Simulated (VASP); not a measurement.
Level of theory: PBE GGA, VASP's PBE PAW potentials (set 64) (plane waves; VASP).

VASP ran on this input.

**POSCAR**
```
PbTe
1
    0.0000000000     3.2300000000     3.2300000000
    3.2300000000     0.0000000000     3.2300000000
    3.2300000000     3.2300000000     0.0000000000
Te Pb
1 1
Direct
  0.5000000000   0.5000000000   0.5000000000
  0.0000000000   0.0000000000   0.0000000000
```

File KPOINTS:
```
Regular mesh
0
G
  7 7 7
```

INCAR:
```
ALGO = Normal
EDIFF = 1E-6
ENCUT = 400
GGA = PE
ISIF = 2
ISMEAR = 0
LASPH = .TRUE.
LCHARG = .FALSE.
LMAXMIX = 4
LREAL = .FALSE.
LWAVE = .FALSE.
NELM = 100
PREC = Single
SIGMA = 0.05
SYSTEM = PbTe
```

POTCAR, in this order: Te Pb_d (PBE.64 set). Program: vasp_std.

Question: Predict the energy per atom (σ→0), pressure.

Answer: 
```
Item                           Result
---------------------  --------------
energy per atom (σ→0)  -3.751 eV/atom
pressure                    20.9 kbar
```

### OSZICAR
```
...
DAV:   6    -0.750361619898E+01    0.11865E+00   -0.28438E-01   750   0.432E+00    0.209E+00
DAV:   7    -0.750047575600E+01    0.31404E-02   -0.86859E-02   664   0.168E+00    0.924E-01
DAV:   8    -0.750223098579E+01   -0.17552E-02   -0.98007E-03   626   0.117E+00    0.148E-01
DAV:   9    -0.750219145577E+01    0.39530E-04   -0.11309E-03   844   0.405E-01    0.607E-02
DAV:  10    -0.750222815292E+01   -0.36697E-04   -0.12676E-04   578   0.958E-02    0.205E-02
DAV:  11    -0.750223561271E+01   -0.74598E-05   -0.38874E-05   680   0.579E-02    0.156E-02
DAV:  12    -0.750223555582E+01    0.56889E-07   -0.21915E-06   674   0.120E-02
   1 F= -.75022356E+01 E0= -.75022356E+01  d E =-.161764E-12
```

The compound is PbTe in the rock salt structure. The cell was not relaxed at this level. The run is one of a series of settings (PREC = Single against the base run), some of them coarse on purpose.
